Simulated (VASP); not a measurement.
All values below come from PBEsol GGA, VASP's PBE PAW potentials (set 64) (plane waves; VASP).

VASP input:

### KPOINTS
```
Automatic mesh
0
Gamma
8 8 5
0 0 0
```

POSCAR:
```
GaN
1
    1.5651934875    -2.7109946060     0.0000000000
    1.5651934875     2.7109946060     0.0000000000
    0.0000000000     0.0000000000     5.0996906462
Ga N
2 2
Direct
  0.6666670000   0.3333330000   0.5001883095
  0.3333330000   0.6666670000   0.0001883095
  0.6666670000   0.3333330000   0.8768116905
  0.3333330000   0.6666670000   0.3768116905
```

**INCAR**
```
# general
SYSTEM =GaN
PREC   =Accurate
ENCUT  =620   # plane-wave cut-off (eV)
LREAL  =.FALSE.
LASPH  =.TRUE.   # aspherical one-centre terms

# electronic loop
EDIFF  =1E-6   # SCF stop (eV)
NELM   =100   # most electronic steps
ALGO   =Normal
LMAXMIX=4   # l cut-off of mixed one-centre charges

# smearing
ISMEAR =0
SIGMA  =0.05   # width (eV)

# functional
GGA    =PS

# ions
IBRION =2   # conjugate gradients
NSW    =40   # most ionic steps
ISIF   =3
EDIFFG =-0.02   # ionic stop
PSTRESS=100   # kbar

# output
LWAVE  =.FALSE.
LCHARG =.FALSE.
```

POTCAR, in this order: Ga_d N (PBE.64 set). Program: vasp_std.

Output

OSZICAR:
```
       N       E                     dE             d eps       ncg     rms          rms(c)
DAV:   1     0.298718807772E+03    0.29872E+03   -0.20606E+04  1368   0.345E+03
DAV:   2     0.794707347686E+01   -0.29077E+03   -0.28115E+03  1444   0.574E+02
DAV:   3    -0.285279143595E+02   -0.36475E+02   -0.36015E+02  1530   0.167E+02
DAV:   4    -0.300104809282E+02   -0.14826E+01   -0.14783E+01  1862   0.357E+01
DAV:   5    -0.300356697635E+02   -0.25189E-01   -0.25158E-01  1454   0.412E+00    0.105E+01
DAV:   6    -0.261733025824E+02    0.38624E+01   -0.13339E+01  2448   0.608E+01    0.306E+00
DAV:   7    -0.262550465867E+02   -0.81744E-01   -0.17823E+00  1434   0.118E+01    0.267E+00
DAV:   8    -0.262327300565E+02    0.22317E-01   -0.32112E-01  2314   0.948E+00    0.957E-01
DAV:   9    -0.262056443388E+02    0.27086E-01   -0.12967E-01  2402   0.651E+00    0.268E-01
DAV:  10    -0.262065335988E+02   -0.88926E-03   -0.67012E-03  1550   0.936E-01    0.101E-01
DAV:  11    -0.262064637482E+02    0.69851E-04   -0.81323E-04  2114   0.615E-01    0.109E-02
DAV:  12    -0.262064729638E+02   -0.92156E-05   -0.12240E-04  1510   0.946E-02    0.101E-02
DAV:  13    -0.262064719126E+02    0.10512E-05   -0.68444E-06  1816   0.501E-02    0.510E-03
DAV:  14    -0.262064718114E+02    0.10124E-06   -0.31933E-06  1378   0.147E-02
   1 F= -.23505252E+02 E0= -.23505252E+02  d E =-.235053E+02
```

**OUTCAR**
```
------------------------ aborting loop because EDIFF is reached ----------------------------------------
  FORCE on cell =-STRESS in cart. coord.  units (eV):
  Direction    XX          YY          ZZ          XY          YZ          ZX
  --------------------------------------------------------------------------------------
  Total        2.6948894      2.6948893      2.7048772      0.0000000      0.0000000      0.0000000
  in kB       99.7656440     99.7656412    100.1353960      0.0000000      0.0000000      0.0000000
  external PRESSURE =      -0.1111062 kB  Pullay stress =     100.0000000 kB
  volume of cell :       43.28
      direct lattice vectors                 reciprocal lattice vectors
     1.565193487 -2.710994606  0.000000000     0.319449323 -0.184434155  0.000000000
     1.565193487  2.710994606  0.000000000     0.319449323  0.184434155  0.000000000
     0.000000000  0.000000000  5.099690646     0.000000000  0.000000000  0.196090326
  FREE ENERGIE OF THE ION-ELECTRON SYSTEM (eV)
  ---------------------------------------------------
  free  energy   TOTEN  =       -26.2064718114 eV

  energy  without entropy=      -26.2064718114  energy(sigma->0) =      -26.20647181
  enthalpy is  TOTEN    =       -23.5052519707 eV   P V=        2.7012198407

 reached required accuracy - stopping structural energy minimisation
```
(Selected blocks of OUTCAR.)

The compound is GaN in the wurtzite structure. It was relaxed first under an external pressure of 10 GPa.
